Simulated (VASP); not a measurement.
# YSb with PBEsol: from relaxation to properties, part 2 of 5

How well does PBEsol reproduce what experiment finds for YSb? The cell is relaxed first, and properties follow on it. The start is a cell from a database of measured crystal structures.

VASP 6.6.1, plane waves and PAW; the level of theory is named at each step.

Still holding for the runs below: The k-mesh is coarse for a metal.

So far. Step 2 (Full relaxation (PBEsol)): It ends with forces that vanish by symmetry and a pressure of 0.00 GPa. The volume lies -2.2 % from that of the database's start, which holds the thermal and zero-point expansion of its experiment. Step 3 (Second relaxation): It ends with forces that vanish by symmetry and a pressure of -0.01 GPa. The volume moved by under 0.01 %: the run met its threshold at the first step.

## (4) Single point with fields (PBEsol)

Level of this step: PBEsol; plane waves and PAW (Y_sv, Sb) (VASP).

The relaxed cell gets a fresh self-consistent run, on a basis set for its own volume, to fix the density and to check the remaining stress.

INCAR

```
SYSTEM = YSb
PREC = Accurate
ENCUT = 400
EDIFF = 1E-06
NELM = 100
ISMEAR = 0
SIGMA = 0.05
LREAL = .FALSE.
ALGO = Normal
GGA = PS
NBANDS = 14
LASPH = .TRUE.
LORBIT = 11
LWAVE = .FALSE.
LCHARG = .TRUE.
ISIF = 2
LELF = .TRUE.
LVHAR = .TRUE.
```

POSCAR

```
YSb
1.0
    0.0000000000      3.0591892983      3.0591892983
    3.0591892983      0.0000000000      3.0591892983
    3.0591892983      3.0591892983      0.0000000000
Y Sb
1 1
Direct
    0.5000000000      0.5000000000      0.5000000000
    0.0000000000      0.0000000000      0.0000000000
```

KPOINTS

```
Automatic mesh
0
Gamma
6 6 6
0 0 0
```

PAW data sets: Y_sv and Sb (PBE family, release 64).

The run is started by

```bash
mpirun -np 2 vasp_std
```

The program printed:

```text
[banner, memory and clock lines left out]
running    2 mpi-ranks, on    1 nodes
 distrk:  each k-point on    2 cores,    1 groups
 distr:  one band on    1 cores,    2 groups

 POSCAR found type information on POSCAR Y Sb
 POSCAR found :  2 types and       2 ions
 [... a notice as in an earlier step ...]

 LDA part: xc-table for (Slater+PW92), standard interpolation
 POSCAR, INCAR and KPOINTS ok, starting setup
 FFT: planning ... GRIDC
 FFT: planning ... GRID_SOFT
 FFT: planning ... GRID
 WAVECAR not read
 entering main loop
       N       E                     dE             d eps       ncg     rms          rms(c)
DAV:   1     0.475283574410E+02    0.47528E+02   -0.60925E+03   448   0.813E+02
DAV:   2    -0.105048318436E+02   -0.58033E+02   -0.54783E+02   626   0.197E+02
[... 1 cycle as in an earlier step ...]
DAV:   4    -0.145593585115E+02   -0.73124E-01   -0.73117E-01   542   0.487E+00
[... 1 cycle as in an earlier step ...]
DAV:   6    -0.138482823554E+02    0.71229E+00   -0.99683E-01   502   0.574E+00    0.190E+01
DAV:   7    -0.138108993998E+02    0.37383E-01   -0.73504E-01   594   0.496E+00    0.342E+00
DAV:   8    -0.137750472049E+02    0.35852E-01   -0.25882E-01   490   0.311E+00    0.649E-01
DAV:   9    -0.137699337729E+02    0.51134E-02   -0.20711E-02   478   0.992E-01    0.289E-01
[... 1 cycle as in an earlier step ...]
DAV:  11    -0.137700801672E+02   -0.45633E-04   -0.42803E-04   502   0.158E-01    0.186E-01
DAV:  12    -0.137700181947E+02    0.61973E-04   -0.99829E-05   472   0.675E-02    0.972E-03
DAV:  13    -0.137700173322E+02    0.86256E-06   -0.14812E-05   598   0.236E-02    0.117E-02
DAV:  14    -0.137700168844E+02    0.44771E-06   -0.63043E-07   322   0.506E-03
   1 F= -.13770017E+02 E0= -.13768954E+02  d E =-.212495E-02
```

It took 24 s on 2 MPI ranks of AMD EPYC 7R43, shared host; peak memory 0.23 GiB; 45 s of CPU time.

OUTCAR, selected parts (step 4):

```text
The static configuration has the point symmetry O_h .

 Found     16 irreducible k-points:

   NELECT =      16.0000    total number of electrons

 E-fermi :   5.0476

  Total       -0.0038390     -0.0038390     -0.0038390      0.0000000      0.0000000     -0.0000000
  in kB       -0.1074175     -0.1074175     -0.1074175      0.0000000      0.0000000     -0.0000000
  external PRESSURE =      -0.1074175 kB  Pullay stress =       0.0000000 kB

[... 19 parts as in an earlier step ...]
```

Numbers from this step:

- SCF cycles: 14

Valence electrons inside each PAW sphere by angular momentum. Sphere charges, by row:

| atom | s (e) | p (e) | d (e) | f (e) | tot (e) |
| --- | --- | --- | --- | --- | --- |
| Y1 | 2.171 | 6.316 | 0.981 | 0.029 | 9.496 |
| Sb2 | 1.118 | 1.457 | 0.014 | 0 | 2.59 |

ELF in the ac plane of the conventional cell at fractional y = 0.000, with atoms of Y and Sb within 0.2 Å of it. It is the smooth field of the valence electrons, not physical close to the nuclei.

Ten even steps from '0' (0.10) to '9' (0.82), each cell a mean:
```
68994268787427986
89984037875127998
99973003441015899
87642112221113577
22112467777531122
42003799999851014
87304999899971157
78625998669972478
78725997468972487
88514998789972378
75104899999961036
21003689999741002
54422344554322344
99862001220014789
99984015763016999
78994158887227998
57995278778428986
```
Columns run along a (6.1 Å), rows up along c (6.1 Å), edges of the conventional cell, whose origin can differ from the input's. Atoms in or near the plane, at fractional coordinates: Y at (0.50, 0.00), Y at (0.00, 0.50), Sb at (0.00, 0.00), Sb at (0.50, 0.50).

Valence density in the ac plane of the conventional cell at fractional y = 0.000, with atoms of Y and Sb within 0.2 Å of it. It is the smooth field of the valence electrons, not physical close to the nuclei.

Ten even steps from '_' (-0.3 e/Å³) to '@' (4.6 e/Å³), each cell a mean:
```
____........::**@@%%==..........__
........__....--++==::..__........
......______....::....______......
....__________......__________....
....__________........__________..
....________............______....
++--..____................__..::==
%%**::........______..........==%%
@@##--........______........::++@@
##++::..........____..........--**
--::..____..............____....::
....________..........________....
....__________......____________..
......________......__________....
........____..::--::..______......
__..........::++##**--..........__
____........--##@@%%++..........__
```
Columns run along a (6.1 Å), rows up along c (6.1 Å), edges of the conventional cell, whose origin can differ from the input's. Atoms in or near the plane, at fractional coordinates: Y at (0.50, 0.00), Y at (0.00, 0.50), Sb at (0.00, 0.00), Sb at (0.50, 0.50).

Electrostatic potential energy in the ac plane of the conventional cell at fractional y = 0.000, with atoms of Y and Sb within 0.2 Å of it. With pseudopotentials it is smooth inside the atoms' cores, unlike the true potential.

Ten even steps from '_' (-89 eV) to '@' (3 eV), each cell a mean:
```
__..++@@@@%%%%########%%@@@@%%--__
::==%%@@@@@@%%######%%%%@@@@@@**--
##%%@@@@@@@@@@%%%%%%%%@@@@@@@@@@%%
@@@@@@@@@@@@@@@@@@@@@@@@@@@@@@@@@@
@@@@@@@@@@@@@@@@@@@@@@@@@@@@@@@@@@
%%%%@@@@@@@@@@%%##%%@@@@@@@@@@%%%%
####%%@@@@@@%%==::--**@@@@@@%%%%##
####%%@@@@@@++..____--%%@@@@%%####
**##%%%%@@@@++______::##@@@@%%####
####%%@@@@@@**::__..==%%@@@@%%####
%%%%%%@@@@@@%%**++++%%@@@@@@@@%%%%
%%@@@@@@@@@@@@@@@@@@@@@@@@@@@@@@%%
@@@@@@@@@@@@@@@@@@@@@@@@@@@@@@@@@@
@@@@@@@@@@@@@@@@%%@@@@@@@@@@@@@@@@
++##@@@@@@@@%%%%%%%%%%@@@@@@@@%%++
__::##@@@@@@%%########%%@@@@%%==..
____++@@@@%%%%##**####%%@@@@##::__
```
Columns run along a (6.1 Å; values clipped at the 3rd and 97th percentile), rows up along c (6.1 Å), edges of the conventional cell, whose origin can differ from the input's. Atoms in or near the plane, at fractional coordinates: Y at (0.50, 0.00), Y at (0.00, 0.50), Sb at (0.00, 0.00), Sb at (0.50, 0.50).

In this run the pressure is -0.01 GPa, small enough to go on.

## (5) Band structure (PBEsol)

The mesh alone shows little of the dispersion and can miss band extrema, so KPOINTS_OPT adds a path through the symmetry points after the self-consistent cycle.

INCAR

```
SYSTEM = YSb
PREC = Accurate
ENCUT = 400
EDIFF = 1E-06
NELM = 100
ISMEAR = 0
SIGMA = 0.05
LREAL = .FALSE.
ALGO = Normal
GGA = PS
NBANDS = 20
LASPH = .TRUE.
LORBIT = 11
LWAVE = .FALSE.
LCHARG = .FALSE.
KPAR = 2
```

POSCAR is that of step 4.

KPOINTS is that of step 4.

KPOINTS_OPT

```
Line mode
16
Line-mode
Reciprocal
  0.00000000   0.00000000   0.00000000 GAMMA
  0.50000000   0.00000000   0.50000000 X

  0.50000000   0.00000000   0.50000000 X
  0.50000000   0.25000000   0.75000000 W

  0.50000000   0.25000000   0.75000000 W
  0.37500000   0.37500000   0.75000000 K

  0.37500000   0.37500000   0.75000000 K
  0.00000000   0.00000000   0.00000000 GAMMA

  0.00000000   0.00000000   0.00000000 GAMMA
  0.50000000   0.50000000   0.50000000 L

  0.50000000   0.50000000   0.50000000 L
  0.62500000   0.25000000   0.62500000 U

  0.62500000   0.25000000   0.62500000 U
  0.50000000   0.25000000   0.75000000 W

  0.50000000   0.25000000   0.75000000 W
  0.50000000   0.50000000   0.50000000 L

  0.50000000   0.50000000   0.50000000 L
  0.37500000   0.37500000   0.75000000 K

  0.62500000   0.25000000   0.62500000 U
  0.50000000   0.00000000   0.50000000 X
```

The run is started by

```bash
mpirun -np 2 vasp_std
```

The program printed:

```text
[... set-up lines as in an earlier step ...]
 entering main loop
       N       E                     dE             d eps       ncg     rms          rms(c)
DAV:   1     0.510542507641E+02    0.51054E+02   -0.57949E+03   648   0.577E+02
DAV:   2    -0.104321726598E+02   -0.61486E+02   -0.58203E+02   828   0.157E+02
DAV:   3    -0.144131726991E+02   -0.39810E+01   -0.39040E+01   964   0.277E+01
DAV:   4    -0.145585601560E+02   -0.14539E+00   -0.14505E+00   816   0.458E+00
DAV:   5    -0.145605616283E+02   -0.20015E-02   -0.20014E-02   776   0.553E-01    0.264E+01
DAV:   6    -0.138488346949E+02    0.71173E+00   -0.38012E-01   676   0.402E+00    0.188E+01
DAV:   7    -0.138115121937E+02    0.37323E-01   -0.32891E-01   836   0.354E+00    0.356E+00
DAV:   8    -0.137753409297E+02    0.36171E-01   -0.11356E-01   660   0.221E+00    0.778E-01
DAV:   9    -0.137701040082E+02    0.52369E-02   -0.10020E-02   692   0.654E-01    0.388E-01
DAV:  10    -0.137704482750E+02   -0.34427E-03   -0.62382E-04   852   0.142E-01    0.545E-01
DAV:  11    -0.137700832056E+02    0.36507E-03   -0.14631E-04   688   0.101E-01    0.195E-01
DAV:  12    -0.137700210553E+02    0.62150E-04   -0.15360E-04   716   0.745E-02    0.973E-02
DAV:  13    -0.137700195561E+02    0.14993E-05   -0.15894E-05   736   0.213E-02    0.917E-02
DAV:  14    -0.137700186287E+02    0.92738E-06   -0.58922E-07   484   0.484E-03
   1 F= -.13770019E+02 E0= -.13768957E+02  d E =-.212328E-02
 Start KPOINTS_OPT (optional k-point list driver)
k-point batch [1-16\160]
       N       E                     dE             ncg
DAV:   1    -0.161066476912E+04   -0.55438E+04      640
DAV:   2    -0.252137326743E+04   -0.91071E+03      844
DAV:   3    -0.257086749490E+04   -0.49494E+02      940
DAV:   4    -0.257242231346E+04   -0.15548E+01      792
DAV:   5    -0.257244502690E+04   -0.22713E-01      812
DAV:   6    -0.257244580823E+04   -0.78132E-03      832
DAV:   7    -0.257244582744E+04   -0.19210E-04      796
DAV:   8    -0.257244582828E+04   -0.84051E-06      684
[...]
k-point batch [145-160\160]
       N       E                     dE             ncg
DAV:   1    -0.159510174146E+04   -0.91021E+04      640
DAV:   2    -0.258896911768E+04   -0.99387E+03      816
DAV:   3    -0.265112582789E+04   -0.62157E+02     1000
DAV:   4    -0.265222996169E+04   -0.11041E+01      808
DAV:   5    -0.265225128363E+04   -0.21322E-01      800
DAV:   6    -0.265225198594E+04   -0.70232E-03      868
DAV:   7    -0.265225200371E+04   -0.17768E-04      832
DAV:   8    -0.265225200430E+04   -0.59195E-06      588
```

Run time: 2.1 min. Hardware: 2 MPI ranks; peak memory 0.26 GiB; 4.1 min of CPU time.

From OUTCAR (step 5):

```text
   k-points           NKPTS =     16   k-points in BZ     NKDIM =     16   number of bands    NBANDS=     20

   NELECT =      16.0000    total number of electrons

 E-fermi :   5.0472

 k-point     1 :       0.0000    0.0000    0.0000
  band No.  band energies     occupation
      1     -37.3942      2.00000
      2     -17.3880      2.00000
      3     -17.3880      2.00000
      4     -17.3880      2.00000
      5      -4.7202      2.00000
      6       6.0810      0.00000
      7       6.0810      0.00000
      8       6.0810      0.00000
      9       6.3362      0.00000
     10       6.3362      0.00000
    ...

  Total        0.0285215      0.0285215      0.0285215     -0.0000000     -0.0000000      0.0000000
  in kB        0.7980581      0.7980581      0.7980581     -0.0000000     -0.0000000      0.0000000
  external PRESSURE =       0.7980581 kB  Pullay stress =       0.0000000 kB

 POSITION                                       TOTAL-FORCE (eV/Angst)
 -----------------------------------------------------------------------------------
      3.05919      3.05919      3.05919         0.000000      0.000000      0.000000
      0.00000      0.00000      0.00000        -0.000000     -0.000000     -0.000000
 -----------------------------------------------------------------------------------
    total drift:                                0.000000      0.000000      0.000000

  FREE ENERGIE OF THE ION-ELECTRON SYSTEM (eV)
  ---------------------------------------------------
  free  energy   TOTEN  =       -13.7700186287 eV

  energy  without entropy=      -13.7678953448  energy(sigma->0) =      -13.76895699

[... 8 parts as in an earlier step ...]

[... 8 further parts left out ...]
```

Spin-orbit coupling is off here; with elements this heavy it splits and shifts levels by tenths of an eV or more.

Numbers from this step:

| Property | Result |
| --- | --- |
| bands | 20 |
| Fermi energy | 5.047 eV |
| pressure | 0.07981 GPa |

The electronic bands at the labelled points (eV, zero at the Fermi level; # counts the bands kept, so #1 is VASP's band 5):

| point | #1 | #2 | #3 | #4 | #5 | #6 | #7 | #8 |
| --- | --- | --- | --- | --- | --- | --- | --- | --- |
| Γ | -9.77 | 1.03 | 1.03 | 1.03 | 1.29 | 1.29 | 1.29 | 1.96 |
| 0.53 of the way | -8.97 | -2.53 | -0.35 | -0.35 | 0.25 | 2.40 | 3.70 | 3.70 |
| X | -8.54 | -2.72 | -0.49 | -0.49 | -0.33 | 2.83 | 3.23 | 3.89 |
| 0.47 of the way | -8.44 | -2.63 | -1.47 | -1.33 | 0.95 | 3.03 | 3.66 | 3.89 |
| W | -8.31 | -2.25 | -2.25 | -2.07 | 2.60 | 2.60 | 3.09 | 3.89 |
| 0.47 of the way | -8.32 | -2.43 | -2.41 | -1.56 | 1.79 | 3.16 | 3.40 | 3.90 |
| K | -8.34 | -2.52 | -2.51 | -1.13 | 1.24 | 3.43 | 3.87 | 3.90 |
| 0.53 of the way | -8.97 | -2.37 | -1.10 | -1.07 | 1.89 | 2.66 | 2.98 | 3.15 |
| Γ | -9.77 | 1.03 | 1.03 | 1.03 | 1.29 | 1.29 | 1.29 | 1.96 |
| 0.47 of the way | -9.20 | -1.93 | -0.73 | -0.73 | 1.99 | 1.99 | 2.03 | 4.51 |
| L | -8.19 | -4.10 | -1.61 | -1.61 | 3.18 | 3.18 | 3.45 | 3.62 |
| 0.47 of the way | -8.23 | -3.70 | -1.89 | -1.48 | 2.47 | 3.17 | 3.25 | 4.73 |
| U | -8.34 | -2.52 | -2.51 | -1.13 | 1.24 | 3.43 | 3.87 | 3.90 |
| 0.47 of the way | -8.33 | -2.45 | -2.43 | -1.47 | 1.68 | 3.22 | 3.47 | 3.90 |
| W | -8.31 | -2.25 | -2.25 | -2.07 | 2.60 | 2.60 | 3.09 | 3.89 |
| 0.53 of the way | -8.24 | -3.57 | -1.93 | -1.50 | 2.65 | 2.67 | 3.46 | 4.80 |
| L | -8.19 | -4.10 | -1.61 | -1.61 | 3.18 | 3.18 | 3.45 | 3.62 |
| 0.53 of the way | -8.24 | -3.58 | -1.96 | -1.45 | 2.31 | 3.18 | 3.27 | 4.79 |
| K | -8.34 | -2.52 | -2.51 | -1.13 | 1.24 | 3.43 | 3.87 | 3.90 |
| jump to U | -8.34 | -2.52 | -2.51 | -1.13 | 1.24 | 3.43 | 3.87 | 3.90 |
| 0.47 of the way | -8.47 | -2.66 | -1.55 | -0.74 | 0.48 | 3.33 | 3.62 | 3.75 |
| X | -8.54 | -2.72 | -0.49 | -0.49 | -0.33 | 2.83 | 3.23 | 3.89 |

The largest weight of each band there:

| point | #1 | #2 | #3 | #4 | #5 | #6 | #7 | #8 |
| --- | --- | --- | --- | --- | --- | --- | --- | --- |
| Γ | Sb 0.88 | Sb 0.79 | Sb 0.79 | Sb 0.79 | Y 0.95 | Y 0.95 | Y 0.95 | Y 0.94 |
| X | Sb 0.88 | Sb 0.51 | Sb 0.64 | Sb 0.64 | Y 0.94 | Y 0.95 | Y 0.87 | Y 1.00 |
| W | Sb 0.88 | Y 0.52 | Y 0.52 | Sb 0.53 | Y 0.85 | Y 0.85 | Y 0.93 | Y 1.00 |
| K | Sb 0.88 | Y 0.50 | Y 0.50 | Sb 0.52 | Y 0.86 | Y 1.00 | Y 0.90 | Y 0.94 |
| Γ | Sb 0.88 | Sb 0.79 | Sb 0.79 | Sb 0.79 | Y 0.95 | Y 0.95 | Y 0.95 | Y 0.94 |
| L | Sb 0.87 | Sb 0.52 | Y 0.54 | Y 0.54 | Y 0.99 | Y 0.99 | Y 0.95 | Y 0.62 |

The electronic bands as a text plot (rows in eV, shown from -8.0 to 6.7 only):

```
    6.4 |  * *      *   **** ***  *  ** ***   * *   *  ***   *
    5.8 |     *    *       * *         *   *** *     ***  *** *
    5.2 | *    ****       * * * *   * **     *       *     **  **
    4.6 |*          ******     * ***    *   ***********   ****
    4.0 |    ***************         *   ***  ******   * *   ****
    3.3 |  **   *** **********  *   *    ************************
    2.7 | **  ****** **    ******      **  **    ******* **     *
    2.1 |*****       **   *  ***********     *   * **      **
    1.5 |*          *  ***    *******         ***            *
    0.9 |***       *             ***                          *
    0.3 | *****   *             *  **                          *
   -0.3 | * ******             **   **                          *
   -1.0 |  *      **    *     *       *       **             ****
   -1.6 |          **  * ***** *     * *******  ** **********  *
   -2.2 |   *        *** ***  *       *     *** ******     ****
   -2.8 |    ********   **   *                **   **        ****
   -3.4 |                 ***          *    **       *     **
   -4.0 |                               ****          *****
   -4.6 |
   -5.2 |
   -5.9 |
   -6.5 |
   -7.1 |
   -7.7 |
         Γ       X    W  K        Γ      L     U  W     L   K|U X
```

There is no gap at this level.

(Continued in part 3 of 5.)

[Lines on the potential files, build, host, timing and source positions are cut from VASP's logs without a mark.]

[Logs are printed without paths, hosts, clocks, repeated set-up lines and the standing remarks that a program may print on its own settings, such as how far it seeks lower states.]

[Hosts, paths, dates, database ids (printed as entryN), source tags and the programs' standing remarks are cut or masked in the printed files.]

[Measured values are set beside computed ones only where the two were judged alike; some that the calculation misses by far are left out.]

[In band tables of VASP the shares of atoms and orbitals are scaled to a sum of 1 inside the atoms' spheres.]
